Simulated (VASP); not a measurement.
An input for Quantum ESPRESSO's pw.x (written as the equivalent of a VASP run, and not itself run):

```
&CONTROL
  calculation = 'vc-relax'
  pseudo_dir = './pseudo'
  outdir = './out'
  tprnfor = .true.
  tstress = .true.
  nstep = 50
  forc_conv_thr = 0.00039
/
&SYSTEM
  ibrav = 0
  nat = 1
  ntyp = 1
  ecutwfc = 44
  occupations = 'smearing'
  smearing = 'methfessel-paxton'
  degauss = 0.00735
  input_dft = 'pz'
/
&ELECTRONS
  conv_thr = 7.3e-08
  electron_maxstep = 100
/
&IONS
/
&CELL
/
ATOMIC_SPECIES
  Al 26.982 Al.upf
CELL_PARAMETERS angstrom
     0.0000000    2.0194650    2.0194650
     2.0194650    0.0000000    2.0194650
     2.0194650    2.0194650    0.0000000
ATOMIC_POSITIONS crystal
  Al   0.0000000  0.0000000  0.0000000
K_POINTS automatic
  14 14 14 0 0 0
```

Q: Translate this input to VASP (INCAR, KPOINTS, POSCAR, choice of POTCAR).

A: Several could match; the one computed here: 
### POSCAR
```
Al
1
    0.0000000000     2.0194650000     2.0194650000
    2.0194650000     0.0000000000     2.0194650000
    2.0194650000     2.0194650000     0.0000000000
Al
1
Direct
  0.0000000000   0.0000000000   0.0000000000
```

KPOINTS:
```
Automatic mesh
0
Gamma
14 14 14
0 0 0
```

**INCAR**
```
! general
SYSTEM = Al
PREC   = Accurate
ENCUT  = 300
LREAL  = .FALSE.
LASPH  = .TRUE.

! electronic loop
EDIFF  = 1E-6
NELM   = 100
ALGO   = Normal

! smearing
ISMEAR = 1
SIGMA  = 0.1

! ions
IBRION = 2
NSW    = 50
ISIF   = 3
EDIFFG = -0.01

! output
LWAVE  = .FALSE.
LCHARG = .FALSE.
```

POTCAR, in this order: Al (LDA.64 set). Program: vasp_std.

The two are equivalent in intent, not identical: the potentials are each code's own (VASP's PAW set, PseudoDojo norm-conserving files in pw.x), so ENCUT and ecutwfc are chosen apart and not converted; conv_thr bounds pw.x's estimated SCF error, while EDIFF bounds the energy change between steps; forc_conv_thr acts on force components and is met together with etot_conv_thr.

The structure comes from a computed database's Al entry; how it stands against other phases isn't given here. This run relaxes it. Symmetry was kept, so distortions that lower it aren't found. The run is one of a series of settings (EDIFFG = -0.01, GGA removed, IBRION = 2, ISIF = 3, NSW = 50, POTCAR Al (LDA.64 set) against the base run), some of them coarse on purpose.
